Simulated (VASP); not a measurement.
Computed with TPSS meta-GGA, VASP's PBE PAW potentials (set 64) (plane waves; VASP).

VASP input:

**KPOINTS_OPT**
```
k-points along high-symmetry lines
6
Line-mode
Reciprocal
  0.000000   0.000000   0.000000 ! GAMMA
  0.500000   0.000000   0.000000 ! M

  0.500000   0.000000   0.000000 ! M
  0.333333   0.333333   0.000000 ! K

  0.333333   0.333333   0.000000 ! K
  0.000000   0.000000   0.000000 ! GAMMA

  0.000000   0.000000   0.000000 ! GAMMA
  0.000000   0.000000   0.500000 ! A

  0.000000   0.000000   0.500000 ! A
  0.500000   0.000000   0.500000 ! L

  0.500000   0.000000   0.500000 ! L
  0.333333   0.333333   0.500000 ! H

  0.333333   0.333333   0.500000 ! H
  0.000000   0.000000   0.500000 ! A

  0.500000   0.000000   0.500000 ! L
  0.500000   0.000000   0.000000 ! M

  0.333333   0.333333   0.500000 ! H
  0.333333   0.333333   0.000000 ! K
```

**POSCAR**
```
Te
6.0275980
  0.3711537487  -0.6428570999   0.0000000000
  0.3711537487   0.6428570999   0.0000000000
  0.0000000000   0.0000000000   1.0000000102
Te
3
Cartesian
  0.0981774910   0.1700483892   0.6666670068
  0.5459525156   0.0000000000   0.0000000000
  0.0981774910  -0.1700483892   0.3333330034
```

**INCAR**
```
SYSTEM = Te
PREC = Accurate
ENCUT = 520
EDIFF = 1E-7
NELM = 100
ALGO = Normal
LREAL = .FALSE.
LASPH = .TRUE.
ISMEAR = -5
METAGGA = TPSS
LMIXTAU = .TRUE.
LMAXMIX = 4
LWAVE = .FALSE.
LCHARG = .FALSE.
LORBIT = 11
NEDOS = 601
ISIF = 2
LEFG = .TRUE.
```

File KPOINTS:
```
Automatic mesh
0
Gamma
7 7 4
0 0 0
```

POTCAR, in this order: Te (PBE.64 set). Program: vasp_std.

Unless said otherwise, spin-orbit coupling is left out, though it shifts the bands of the heavy elements here.

Task: Estimate the energy per atom (σ→0), band gap (over mesh and band path).

Result: 
- energy per atom (σ→0): -11.088 eV/atom
- band gap (over mesh and band path): 0.17 eV

**OSZICAR**
```
...
DAV:  21    -0.332640123340E+02   -0.80856E-05   -0.55798E-06   728   0.317E-02    0.388E-03
DAV:  22    -0.332640127593E+02   -0.42530E-06   -0.13726E-06   748   0.143E-02    0.241E-03
DAV:  23    -0.332640130697E+02   -0.31039E-06   -0.31993E-07   793   0.707E-03    0.858E-03
DAV:  24    -0.332640132036E+02   -0.13391E-06   -0.11084E-07   469   0.440E-03    0.507E-03
DAV:  25    -0.332640131546E+02    0.49057E-07   -0.27606E-08   364   0.206E-03
   1 F= -.33264013E+02 E0= -.33264013E+02  d E =0.000000E+00
       N       E                     dE             ncg
       N       E                     dE             ncg
```

The compound is Te in the trig structure. It was relaxed first.
